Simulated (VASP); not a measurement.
**Al: relaxation of cell and atoms with AM05**

Crystal: Al.

```
Al
1.0
     0.00000    2.02481    2.02481
     2.02481    0.00000    2.02481
     2.02481    2.02481    0.00000
Al
1
Direct
  0.00000 0.00000 0.00000
```

```yaml
Program: VASP 6.6.1
Task: relaxation of cell and atoms
Functional: AM05
Potentials_or_basis: VASP PAW PBE potentials, release 64 (Al)
Cutoff: 600 eV
k_mesh: 16 × 16 × 16
Occupations: methfessel-paxton, width 0.1 eV
Spin: no spin polarisation
Further_INCAR_settings: ALGO = Normal; EDIFF = 1e-06; IBRION = 2; EDIFFG = -0.01; NSW = 90; ISIF = 3
```

* Relaxed volume: 16.09 Å³/atom
* Relaxed cell: a = 2.834 Å, b = 2.834 Å, c = 2.834 Å, α = 60.00°, β = 60.00°, γ = 60.00°
* Space group after relaxing (to 0.05 Å): Fm-3m (No. 225)
* Energy gained by relaxing: 4.2 meV/atom
* Ionic steps: 3
* Pressure after relaxing: 0.0 GPa
* Band gap on the k mesh: none (metal or under the smearing width)

Step by step:
| step | energy change (eV) | largest force (eV/Å) | pressure (GPa) | volume (Å³) |
| --- | --- | --- | --- | --- |
| 1 | 0.0000 | 0.0000 | -2.58 | 16.60 |
| 2 | -0.0040 | 0.0000 | 0.68 | 15.97 |
| 3 | -0.0042 | 0.0000 | 0.01 | 16.09 |

Final structure:
```cif
data_structure
_symmetry_space_group_name_H-M 'P 1'
_symmetry_Int_Tables_number 1
_cell_length_a 2.8337
_cell_length_b 2.8337
_cell_length_c 2.8337
_cell_angle_alpha 60.000
_cell_angle_beta 60.000
_cell_angle_gamma 60.000
_cell_volume 16.09
loop_
_atom_site_label
_atom_site_type_symbol
_atom_site_fract_x
_atom_site_fract_y
_atom_site_fract_z
_atom_site_occupancy
Al1 Al 0.00000 0.00000 0.00000 1
```

Levels at points of the mesh, in eV from the Fermi level:
```
           k point  band 1  band 2  band 3  band 4  band 5
(0.00, 0.00, 0.00)  -11.33   12.72   12.72   12.72   14.43
(0.50, 0.00, 0.00)   -4.75   -4.41   11.51   11.51   11.68
(0.50, 0.50, 0.00)   -3.01   -1.64    5.22    5.69    5.69
```

It took 8 s on 1 thread of Intel(R) Xeon(R) 6975P-C (Granite Rapids) (shared host), peak memory 0.14 GiB.

Caveat: the PAW data sets were made with another functional, which shifts forces and pressure a little.
